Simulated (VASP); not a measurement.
Calculation: rev-vdW-DF2, VASP's PBE PAW potentials (set 64) (plane waves; VASP 6.6.1).

A VASP calculation is set up with these files.

**INCAR**
```
! general
SYSTEM  =Ho
PREC    =Accurate
ENCUT   =520
LREAL   =.False.
LASPH   =.True.   ! aspherical one-centre terms

! electronic loop
EDIFF   =1E-6   ! SCF stop (eV)
NELM    =100   ! most electronic steps
ALGO    =Normal   ! blocked Davidson
LMAXMIX =6   ! l cut-off of mixed one-centre charges

! smearing
ISMEAR  =1   ! Methfessel-Paxton
SIGMA   =0.1   ! width (eV)

! functional
GGA     =MK
LUSE_VDW=.True.
AGGAC   =0.0
PARAM1  =0.1234568
PARAM2  =0.7114
ZAB_VDW =-1.8867

! ions
IBRION  =2   ! conjugate gradients
NSW     =60   ! most ionic steps
ISIF    =3   ! ions, shape and volume
EDIFFG  =-0.01

! output
LWAVE   =.False.
LCHARG  =.False.
```

**POSCAR**
```
Ho
1
    1.7822663399    -3.0869759070    -0.0000000000
    1.7822663399     3.0869759070    -0.0000000000
   -0.0000000000     0.0000000000     5.4766714123
Ho
2
Direct
  0.3333330000   0.6666670000   0.2500000000
  0.6666670000   0.3333330000   0.7500000000
```

**KPOINTS**
```
Automatic
0
Gamma
11 11 6
0 0 0
```

POTCAR, in this order: Ho_3 (PBE.64 set). Program: vasp_std.

The 4f electrons are frozen in the core of the lanthanide potential, so 4f levels, which can set the real gap, and their magnetism are missing.

Estimate the energy per atom (σ→0), band gap (on the k-mesh).

```json
{
  "energy per atom (σ→0)": "-2281 meV/atom",
  "band gap (on the k-mesh)": "none (metal, semimetal or under 0.01 eV)"
}
```

File OSZICAR:
```
...
DAV:   6    -0.454670736421E+01   -0.12433E-01   -0.22361E-02  2819   0.200E+00    0.146E+01
DAV:   7    -0.456078951084E+01   -0.14082E-01   -0.39980E-02  2691   0.281E+00    0.303E-01
DAV:   8    -0.456073741379E+01    0.52097E-04   -0.22782E-03  2402   0.530E-01    0.756E-02
DAV:   9    -0.456077147276E+01   -0.34059E-04   -0.20057E-04  2803   0.164E-01    0.332E-02
DAV:  10    -0.456076889730E+01    0.25755E-05   -0.23915E-05  2800   0.524E-02    0.405E-02
DAV:  11    -0.456076999915E+01   -0.11019E-05   -0.22268E-06  2101   0.130E-02    0.332E-03
DAV:  12    -0.456077017216E+01   -0.17301E-06   -0.19030E-07  1327   0.697E-03
   1 F= -.45607702E+01 E0= -.45621576E+01  d E =-.456077E+01
```

The compound is Ho in the hcp structure. It was relaxed first. The start is the result of an earlier pass.
